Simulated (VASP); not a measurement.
Consider the following.

```
Pt
1.0
    0.00000     1.98298     1.98298
    1.98298     0.00000     1.98298
    1.98298     1.98298     0.00000
Pt
1
Direct
  0.00000   0.00000   0.00000
```

Method: PBE GGA, VASP's PBE PAW potentials (set 64) (plane waves; VASP). Numerical set-up: 530 eV cut-off, 14×14×14 Γ-centred mesh, first-order Methfessel-Paxton smearing of 0.10 eV, potentials Pt.

Finite-difference elastic constants of metals are sensitive to mesh and smearing; shear constants can be off by tens of GPa.

**Question.** Give the elastic stiffness tensor with the ions relaxed (GPa, in the frame of the cell).

**Answer.** 
```tsv
	xx	yy	zz	yz	xz	xy
xx	325	214	214	0.0	0.0	0.0
yy	214	325	214	0.0	0.0	0.0
zz	214	214	325	0.0	0.0	0.0
yz	0.0	0.0	0.0	69.2	0.0	0.0
xz	0.0	0.0	0.0	0.0	69.2	0.0
xy	0.0	0.0	0.0	0.0	0.0	69.2
```

**Question.** Estimate the Hill bulk modulus, Hill shear modulus, Young's modulus, Poisson's ratio.

**Answer.** 
- Hill bulk modulus = 251 GPa
- Hill shear modulus = 63.3 GPa
- Young's modulus = 175 GPa
- Poisson's ratio = 0.384

Measured: C11 358 GPa at 0 K (computed value off by -9.2 %), C12 254 GPa at 0 K (computed value off by -15.4 %), C44 77.4 GPa at 0 K (computed value off by -10.6 %), as given by Changle Li et al., Scripta Materialia (2021), arXiv:2102.01972 [low-temperature values given for 0 K; zero-point effects included].

The compound is Pt in the fcc structure. It was relaxed first.
